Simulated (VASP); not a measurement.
Wanted: the native input for a VASP 6.6.1 run.

```yaml
Task: band structure
Functional: PBE
Potentials_or_basis: VASP PAW PBE potentials, release 64 (In_d, W_sv, Se)
Cutoff: 520 eV
k_mesh: 10 × 10 × 2
Occupations: gaussian, width 0.1 eV
Spin: no spin polarisation
Further_INCAR_settings: ALGO = Fast; EDIFF = 1e-06; NBANDS = 38
```

The structure of In2WSe3 lies in POSCAR:

```
In2WSe3
1.0
    3.4730180000      0.0000000000      0.0000000000
   -1.7365090000      3.0077220000      0.0000000000
    0.0000000000      0.0000000000     15.4070100000
In W Se
2 1 3
Direct
    0.6666670000      0.3333330000      0.6349230000
    0.6666670000      0.3333330000      0.3650770000
    0.0000000000      0.0000000000      0.0000000000
    0.3333330000      0.6666670000      0.8943480000
    0.3333330000      0.6666670000      0.1056520000
    0.0000000000      0.0000000000      0.5000000000
```

The cell was built by a generator and needn't be a form met in nature.

The input as run:

INCAR

```
ALGO = Fast
EDIFF = 1E-6
ENCUT = 520
GGA = PE
ISIF = 2
ISMEAR = 0
LASPH = T
LCHARG = F
LMAXMIX = 4
LREAL = F
LWAVE = F
NBANDS = 38
NELM = 100
PREC = Accurate
SIGMA = 0.1
```

KPOINTS

```
k-points
0
Gamma
  10 10 2
```

KPOINTS_OPT

```
path GMKGALHA,LM,KH
15
line-mode
reciprocal
 0.0000000000  0.0000000000  0.0000000000  G
 0.5000000000  0.0000000000  0.0000000000  M

 0.5000000000  0.0000000000  0.0000000000  M
 0.3333333333  0.3333333333  0.0000000000  K

 0.3333333333  0.3333333333  0.0000000000  K
 0.0000000000  0.0000000000  0.0000000000  G

 0.0000000000  0.0000000000  0.0000000000  G
 0.0000000000  0.0000000000  0.5000000000  A

 0.0000000000  0.0000000000  0.5000000000  A
 0.5000000000  0.0000000000  0.5000000000  L

 0.5000000000  0.0000000000  0.5000000000  L
 0.3333333333  0.3333333333  0.5000000000  H

 0.3333333333  0.3333333333  0.5000000000  H
 0.0000000000  0.0000000000  0.5000000000  A

 0.5000000000  0.0000000000  0.5000000000  L
 0.5000000000  0.0000000000  0.0000000000  M

 0.3333333333  0.3333333333  0.0000000000  K
 0.3333333333  0.3333333333  0.5000000000  H
```

Potentials or basis: VASP PAW PBE potentials, release 64 (In_d, W_sv, Se).

Run with:

```bash
$ cat potpaw_PBE.64/In_d/POTCAR potpaw_PBE.64/W_sv/POTCAR potpaw_PBE.64/Se/POTCAR > POTCAR
$ mpirun -np 1 vasp_std > vasp.out
```

It gave:

```
Pressure                : 0.0 GPa
Largest force           : 0.003 eV/Å
Band gap along the path : none (metal or under the smearing width)
```

Caveat: spin-orbit coupling is left out, which moves the levels of the heavy elements; this functional lacks dispersion, which binds the layers, so the pressure and a relaxed spacing across them are unreliable.

Run time: 8.5 min on 1 thread of Intel(R) Xeon(R) Platinum 8488C (Sapphire Rapids), on a shared host, peak memory 0.48 GiB.
